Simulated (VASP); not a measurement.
All values below come from vdW-DF2, VASP's PBE PAW potentials (set 64) (plane waves; VASP).

Input for VASP

**INCAR**
```
# general
SYSTEM   = CoSi2
PREC     = Accurate
ENCUT    = 520
LREAL    = F
LASPH    = T

# electronic loop
EDIFF    = 1E-6   # SCF stop (eV)
NELM     = 100
ALGO     = Normal
LMAXMIX  = 4

# smearing
ISMEAR   = 1
SIGMA    = 0.1

# functional
GGA      = ML
LUSE_VDW = T
AGGAC    = 0.0
ZAB_VDW  = -1.8867

# ions
IBRION   = 2   # conjugate gradients
NSW      = 60   # most ionic steps
ISIF     = 3
EDIFFG   = -0.02   # ionic stop

# output
LWAVE    = F
LCHARG   = F
```

POSCAR:
```
CoSi2
1
    0.0000000000     2.6565137481     2.6565137481
    2.6565137481     0.0000000000     2.6565137481
    2.6565137481     2.6565137481    -0.0000000000
Co Si
1 2
Direct
  0.0000000000   0.0000000000   0.0000000000
  0.2500000000   0.2500000000   0.2500000000
  0.7500000000   0.7500000000   0.7500000000
```

File KPOINTS:
```
Automatic
0
G
 9 9 9
0 0 0
```

POTCAR, in this order: Co Si (PBE.64 set). Program: vasp_std.

The run wrote:

File OSZICAR:
```
       N       E                     dE             d eps       ncg     rms          rms(c)
DAV:   1     0.804087036129E+02    0.80409E+02   -0.70998E+03   840   0.137E+03
DAV:   2    -0.786195009132E+01   -0.88271E+02   -0.82789E+02   852   0.259E+02
DAV:   3    -0.122003931629E+02   -0.43384E+01   -0.41861E+01  1084   0.665E+01
DAV:   4    -0.123039754305E+02   -0.10358E+00   -0.10326E+00  1020   0.995E+00
DAV:   5    -0.123073774704E+02   -0.34020E-02   -0.34013E-02  1120   0.184E+00    0.122E+01
DAV:   6    -0.146744514363E+02   -0.23671E+01   -0.26430E+01  1044   0.113E+02    0.141E+01
DAV:   7    -0.114238510351E+02    0.32506E+01   -0.12064E+01  1144   0.901E+01    0.302E+00
DAV:   8    -0.114588103393E+02   -0.34959E-01   -0.62830E-01   928   0.647E+00    0.166E+00
DAV:   9    -0.114396815577E+02    0.19129E-01   -0.10460E-01  1056   0.724E+00    0.365E-01
DAV:  10    -0.114399325093E+02   -0.25095E-03   -0.86214E-03  1076   0.144E+00    0.996E-02
DAV:  11    -0.114398097285E+02    0.12278E-03   -0.59960E-04  1144   0.536E-01    0.307E-02
DAV:  12    -0.114398116571E+02   -0.19286E-05   -0.63911E-05  1136   0.104E-01    0.149E-02
DAV:  13    -0.114398090783E+02    0.25788E-05   -0.98290E-06  1276   0.634E-02    0.596E-03
DAV:  14    -0.114398097304E+02   -0.65207E-06   -0.69827E-07   560   0.830E-03
   1 F= -.11439810E+02 E0= -.11439675E+02  d E =-.114398E+02
       N       E                     dE             d eps       ncg     rms          rms(c)
DAV:   1    -0.169743146512E+02   -0.55345E+01   -0.65067E+01   892   0.165E+02    0.211E+01
DAV:   2    -0.337811304733E+02   -0.16807E+02   -0.16495E+02  1292   0.278E+02    0.409E+01
DAV:   3    -0.116173771508E+02    0.22164E+02   -0.86609E+01  1220   0.131E+02    0.760E+00
DAV:   4    -0.116260081928E+02   -0.86310E-02   -0.32139E+00  1084   0.226E+01    0.455E+00
DAV:   5    -0.115659151207E+02    0.60093E-01   -0.12850E-01  1024   0.595E+00    0.259E+00
DAV:   6    -0.115001785905E+02    0.65737E-01   -0.20096E-01  1248   0.936E+00    0.265E-01
DAV:   7    -0.115009837808E+02   -0.80519E-03   -0.88645E-03   888   0.926E-01    0.221E-01
DAV:   8    -0.115011541032E+02   -0.17032E-03   -0.38071E-04  1000   0.302E-01    0.494E-02
DAV:   9    -0.115011483942E+02    0.57090E-05   -0.30891E-05   984   0.686E-02    0.213E-02
DAV:  10    -0.115011482978E+02    0.96451E-07   -0.46446E-06   988   0.392E-02
   2 F= -.11501148E+02 E0= -.11500976E+02  d E =-.613386E-01
       N       E                     dE             d eps       ncg     rms          rms(c)
DAV:   1    -0.128306564452E+02   -0.13295E+01   -0.13810E+01   988   0.722E+01    0.108E+01
DAV:   2    -0.170753568526E+02   -0.42447E+01   -0.38004E+01  1052   0.133E+02    0.189E+01
DAV:   3    -0.115361272691E+02    0.55392E+01   -0.16730E+01  1116   0.106E+02    0.203E+00
DAV:   4    -0.116082599522E+02   -0.72133E-01   -0.10996E+00   992   0.887E+00    0.154E+00
DAV:   5    -0.115897915758E+02    0.18468E-01   -0.53914E-02  1112   0.449E+00    0.703E-01
DAV:   6    -0.115876892464E+02    0.21023E-02   -0.62304E-03   976   0.787E-01    0.171E-01
DAV:   7    -0.115875564487E+02    0.13280E-03   -0.38226E-04  1328   0.307E-01    0.100E-01
DAV:   8    -0.115875134502E+02    0.42998E-04   -0.19432E-04  1284   0.228E-01    0.176E-02
DAV:   9    -0.115875155203E+02   -0.20701E-05   -0.11471E-05  1016   0.341E-02    0.126E-02
DAV:  10    -0.115875162193E+02   -0.69904E-06   -0.72739E-07   500   0.137E-02
   3 F= -.11587516E+02 E0= -.11587830E+02  d E =-.147706E+00
```

**OUTCAR**
```
------------------------ aborting loop because EDIFF is reached ----------------------------------------
  FORCE on cell =-STRESS in cart. coord.  units (eV):
  Direction    XX          YY          ZZ          XY          YZ          ZX
  --------------------------------------------------------------------------------------
  Total       -0.0596251     -0.0596251     -0.0596251      0.0000000      0.0000000     -0.0000000
  in kB       -2.3306334     -2.3306334     -2.3306334      0.0000000      0.0000000     -0.0000000
  external PRESSURE =      -2.3306334 kB  Pullay stress =       0.0000000 kB
  volume of cell :       40.99
      direct lattice vectors                 reciprocal lattice vectors
     0.000000000  2.736603849  2.736603849    -0.182708213  0.182708213  0.182708213
     2.736603849 -0.000000000  2.736603849     0.182708213 -0.182708213  0.182708213
     2.736603849  2.736603849 -0.000000000     0.182708213  0.182708213 -0.182708213
 POSITION                                       TOTAL-FORCE (eV/Angst)
 -----------------------------------------------------------------------------------
      0.00000     -0.00000      0.00000         0.000000     -0.000000      0.000000
      1.36830      1.36830      1.36830         0.000000      0.000000      0.000000
      4.10491      4.10491      4.10491        -0.000000     -0.000000     -0.000000
 -----------------------------------------------------------------------------------
    total drift:                               -0.000000     -0.000000      0.000000
  FREE ENERGIE OF THE ION-ELECTRON SYSTEM (eV)
  ---------------------------------------------------
  free  energy   TOTEN  =       -11.5875162193 eV

  energy  without entropy=      -11.5884582631  energy(sigma->0) =      -11.58783023

 reached required accuracy - stopping structural energy minimisation
```
(Selected blocks of OUTCAR.)

### CONTCAR
```
CoSi2
   1.00000000000000
     0.0000000000000000    2.7366038492892919    2.7366038492892919
     2.7366038492892919   -0.0000000000000000    2.7366038492892919
     2.7366038492892919    2.7366038492892919   -0.0000000000000000
  Co              Si
     1     2
Direct
     0.0000000000000000    0.0000000000000000    0.0000000000000000
     0.2500000000000000    0.2500000000000000    0.2500000000000000
     0.7500000000000000    0.7500000000000000    0.7500000000000000
```

Energy and stress use the plane-wave basis of the starting cell.

The compound is CoSi2 in the fluorite structure. This run relaxes it. Symmetry was kept, so distortions that lower it aren't found. The run is not spin-polarised, so no magnetic state was tried. The electron count is odd and the run is not spin-polarised, which forces a metal.
